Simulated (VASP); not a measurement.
Input:

```
CELL_PARAMETERS angstrom
      0.00000     2.95050     2.95050
      2.95050     0.00000     2.95050
      2.95050     2.95050     0.00000
ATOMIC_POSITIONS crystal
  Pb 0.00000 0.00000 0.00000
  F  0.25000 0.25000 0.25000
  F  0.75000 0.75000 0.75000
```

Computed with SCAN meta-GGA, VASP's PBE PAW potentials (set 64) (plane waves; VASP). Numerical set-up: 520 eV cut-off, 7×7×7 Γ-centred mesh, Gaussian smearing of 0.050 eV, potentials Pb_d F.

### Question
The job: PbF$_{2}$ (fluorite), 3 atoms, SCAN, static run, 520 eV, 7×7×7 Γ-centred mesh. Roughly how much core time does it take on a busy server core?

### Answer
About 2 core-minutes (one run on a shared machine, a rough figure). It had 20 irreducible k-points, 18 bands, up to 1411 plane waves and 27 electronic steps.

The compound is PbF2 in the fluorite structure, the β form. It was relaxed first.
